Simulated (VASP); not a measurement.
Consider the following.

```yaml
crystal:
  lattice:
    - [1.66104, -2.87701, 0.00000]
    - [1.66104, 2.87701, 0.00000]
    - [0.00000, 0.00000, 15.03615]
  atoms:
    - { symbol: Mo, position: [0.33333, 0.66667, 0.25000] }
    - { symbol: Mo, position: [0.66667, 0.33333, 0.75000] }
    - { symbol: Se, position: [0.33333, 0.66667, 0.86113] }
    - { symbol: Se, position: [0.66667, 0.33333, 0.36113] }
    - { symbol: Se, position: [0.66667, 0.33333, 0.13887] }
    - { symbol: Se, position: [0.33333, 0.66667, 0.63887] }
```

All values below come from PBE GGA, VASP's PBE PAW potentials (set 64) (plane waves; VASP). Run with 520 eV cut-off, 8×8×2 Γ-centred mesh, Gaussian smearing of 0.050 eV, potentials Mo_sv Se.

Without a dispersion term in the relaxation, distances and binding between the weakly bound layers, chains or molecules are unreliable, and so is what depends on them.

### Question
Estimate the energy per atom (σ→0).

### Answer

| Property | Value |
|---|---|
| energy per atom (σ→0) | -6.664 eV/atom |

The absolute energy has meaning only against runs of the same code, potentials and settings.

The compound is MoSe2 in the 2H layered structure. It was relaxed first, which changed the volume by +19 %.
